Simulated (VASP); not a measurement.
Set up this calculation in VASP 6.6.1, as the native input.

```yaml
Task: relaxation of cell and atoms
Functional: PBE
Potentials_or_basis: VASP PAW PBE potentials, release 64 (Si, Sb, Te)
Cutoff: 520 eV
k_mesh: 4 × 4 × 4
Occupations: gaussian, width 0.15 eV
Spin: no spin polarisation
Further_INCAR_settings: PREC = Normal; ALGO = Fast; EDIFF = 0.0001; IBRION = 2; EDIFFG = -0.08; NSW = 24; ISIF = 3
```

The structure of Si2Sb2Te lies in POSCAR:

```
Si2Sb2Te
1.0
    1.9991740300      1.1542236600      9.8769550500
   -1.9991740300      1.1542236600      9.8769550500
    0.0000000000     -2.3084473300      9.8769550500
Si Sb Te
2 2 1
Direct
    0.7818020000      0.7818020000      0.7818020000
    0.2181980000      0.2181980000      0.2181980000
    0.4006260000      0.4006260000      0.4006260000
    0.5993740000      0.5993740000      0.5993740000
    0.0000000000      0.0000000000      0.0000000000
```

The cell was built by a generator and needn't be a form met in nature.

The input as run:

INCAR

```
SYSTEM = Si2Sb2Te
ALGO = Fast
EDIFF = 1E-4
EDIFFG = -0.08
ENCUT = 520
GGA = PE
IBRION = 2
ISIF = 3
ISMEAR = 0
LASPH = .True.
LCHARG = .False.
LREAL = .False.
LWAVE = .False.
NELM = 60
NSW = 24
PREC = Normal
SIGMA = 0.15
```

KPOINTS

```
k-points
0
Gamma
  4 4 4
  0 0 0
```

Potentials or basis: VASP PAW PBE potentials, release 64 (Si, Sb, Te).

The run is started by

```sh
$ cat potpaw_PBE.64/Si/POTCAR potpaw_PBE.64/Sb/POTCAR potpaw_PBE.64/Te/POTCAR > POTCAR
$ mpirun -np 1 vasp_std > vasp.out
```

Results of the run:

```
Relaxed volume                         : 23.95 Å³/atom
Relaxed cell                           : a = 8.624 Å, b = 8.624 Å, c = 8.624 Å, α = 27.38°, β = 27.38°, γ = 27.38°
Space group after relaxing (to 0.05 Å) : R-3m (No. 166)
Energy gained by relaxing              : 396.3 meV/atom
Ionic steps                            : 24
Pressure after relaxing                : 0.0 GPa
Largest force after relaxing           : 0.020 eV/Å
Band gap on the k mesh                 : none (metal or under the smearing width)
```

Caveat: the k mesh is coarse (spacing up to 0.46 Å⁻¹), so the values aren't converged; the relaxation stopped at a loose force limit of 0.08 eV/Å, so its end isn't a converged minimum.

It took 7.6 min on 1 thread of Intel(R) Xeon(R) 6975P-C (Granite Rapids), on a shared host, peak memory 0.55 GiB.
